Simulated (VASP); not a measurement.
These are PBE GGA, VASP's PBE PAW potentials (set 64) (plane waves; VASP 6.6.1) values and carry that method's errors.

A VASP calculation is set up with these files.

INCAR:
```
ISMEAR = 1   ! Methfessel-Paxton
NELM = 100
PREC = Accurate
LMAXMIX = 4
GGA = PE   ! PBE
SYSTEM = CuZn
EDIFF = 1E-7   ! SCF stop (eV)
ENCUT = 520
SIGMA = 0.1   ! width (eV)
LCHARG = .FALSE.
ISIF = 2   ! forces and stress, cell fixed
LREAL = .FALSE.
LWAVE = .FALSE.
LASPH = .TRUE.
ALGO = Normal   ! blocked Davidson
```

File POSCAR:
```
CuZn
2.9959020
  1.0000000814   0.0000000000   0.0000000000
  0.0000000000   1.0000000814   0.0000000000
  0.0000000000   0.0000000000   1.0000000814
Zn Cu
1 1
Cartesian
  0.5000000407   0.5000000407   0.5000000407
  0.0000000000   0.0000000000   0.0000000000
```

**KPOINTS**
```
Automatic
0
Gamma
  12 12 12
```

POTCAR, in this order: Zn Cu (PBE.64 set). Program: vasp_std.

The run wrote:

### OSZICAR
```
       N       E                     dE             d eps       ncg     rms          rms(c)
DAV:   1     0.110080397449E+03    0.11008E+03   -0.11693E+04  2608   0.249E+03
DAV:   2    -0.296870032907E+01   -0.11305E+03   -0.10995E+03  2534   0.326E+02
DAV:   3    -0.601171308228E+01   -0.30430E+01   -0.30342E+01  3094   0.723E+01
DAV:   4    -0.603477100156E+01   -0.23058E-01   -0.23050E-01  2919   0.560E+00
DAV:   5    -0.603509977311E+01   -0.32877E-03   -0.32877E-03  3331   0.688E-01    0.916E+00
DAV:   6    -0.597008108637E+01    0.65019E-01   -0.17280E+01  2746   0.107E+02    0.615E+00
DAV:   7    -0.500910190571E+01    0.96098E+00   -0.38581E+00  2653   0.999E+01    0.207E+00
DAV:   8    -0.501379595089E+01   -0.46940E-02   -0.21479E-01  3490   0.697E+00    0.121E+00
DAV:   9    -0.500446793802E+01    0.93280E-02   -0.26029E-02  3007   0.409E+00    0.522E-02
DAV:  10    -0.500449358778E+01   -0.25650E-04   -0.75141E-04  3879   0.592E-01    0.293E-02
DAV:  11    -0.500449008902E+01    0.34988E-05   -0.49634E-05  3423   0.191E-01    0.130E-02
DAV:  12    -0.500448916573E+01    0.92329E-06   -0.26547E-06  3896   0.375E-02    0.229E-03
DAV:  13    -0.500448909988E+01    0.65850E-07   -0.29911E-07  2711   0.153E-02
   1 F= -.50044891E+01 E0= -.50045032E+01  d E =0.423147E-04
```

OUTCAR:
```
------------------------ aborting loop because EDIFF is reached ----------------------------------------
  FORCE on cell =-STRESS in cart. coord.  units (eV):
  Direction    XX          YY          ZZ          XY          YZ          ZX
  --------------------------------------------------------------------------------------
  Total       -0.4575091     -0.4575091     -0.4575091      0.0000000      0.0000000     -0.0000000
  in kB      -27.2600992    -27.2600992    -27.2600992      0.0000000      0.0000000     -0.0000000
  external PRESSURE =     -27.2600992 kB  Pullay stress =       0.0000000 kB
  volume of cell :       26.89
      direct lattice vectors                 reciprocal lattice vectors
     2.995902244  0.000000000  0.000000000     0.333789262  0.000000000  0.000000000
     0.000000000  2.995902244  0.000000000     0.000000000  0.333789262  0.000000000
     0.000000000  0.000000000  2.995902244     0.000000000  0.000000000  0.333789262
 POSITION                                       TOTAL-FORCE (eV/Angst)
 -----------------------------------------------------------------------------------
      1.49795      1.49795      1.49795         0.000000      0.000000      0.000000
      0.00000      0.00000      0.00000         0.000000      0.000000      0.000000
 -----------------------------------------------------------------------------------
    total drift:                                0.000000      0.000000     -0.000000
  FREE ENERGIE OF THE ION-ELECTRON SYSTEM (eV)
  ---------------------------------------------------
  free  energy   TOTEN  =        -5.0044890999 eV

  energy  without entropy=       -5.0045314145  energy(sigma->0) =       -5.00450320
```
(Selected blocks of OUTCAR.)

File OUTCAR:
```
 val. band max:        4.9389566000   @ k =   0.5000   0.3333   0.3333

 cond. band min:       5.0960177590   @ k =   0.3333   0.3333   0.0000


 Fermi energy:         4.9636635402

 k-point     1 :       0.0000    0.0000    0.0000
  band No.  band energies     occupation
      1      -4.8837      2.00000
      2      -2.6217      2.00000
      3      -2.6217      2.00000
      4      -2.0061      2.00000
      5      -2.0061      2.00000
      6      -2.0061      2.00000
      7       1.6305      2.00000
      8       1.6305      2.00000
      9       2.4184      2.00000
     10       2.4184      2.00000
     11       2.4184      2.00000
     12      11.1121      0.00000
     13      11.1121      0.00000
     14      11.1121      0.00000
     15      16.0009      0.00000

 k-point     2 :       0.0833    0.0000    0.0000
  band No.  band energies     occupation
      1      -4.7626      2.00000
      2      -2.6094      2.00000
      3      -2.5971      2.00000
      4      -2.0163      2.00000
      5      -2.0163      2.00000
      6      -2.0014      2.00000
      7       1.6252      2.00000
      8       1.6414      2.00000
      9       2.3806      2.00000
     10       2.3806      2.00000
     11       2.4144      2.00000
     12       9.9800      0.00000
     13      11.2934      0.00000
     14      11.2934      0.00000
     15      16.0679      0.00000

 k-point     3 :       0.1667    0.0000    0.0000
  band No.  band energies     occupation
      1      -4.4047      2.00000
      2      -2.5756      2.00000
      3      -2.5251      2.00000
      4      -2.0442      2.00000
      5      -2.0442      2.00000
      6      -1.9886      2.00000
      7       1.6104      2.00000
      8       1.6618      2.00000
      9       2.2813      2.00000
     10       2.2813      2.00000
     11       2.4036      2.00000
     12       7.9579      0.00000
     13      11.8216      0.00000
     14      11.8216      0.00000
     15      16.2713      0.00000
...
```

The compound is CuZn in the CsCl type structure. This cell is one point of a volume scan, at 1.03 of the reference volume. The electron count is odd and the run is not spin-polarised, which forces a metal.
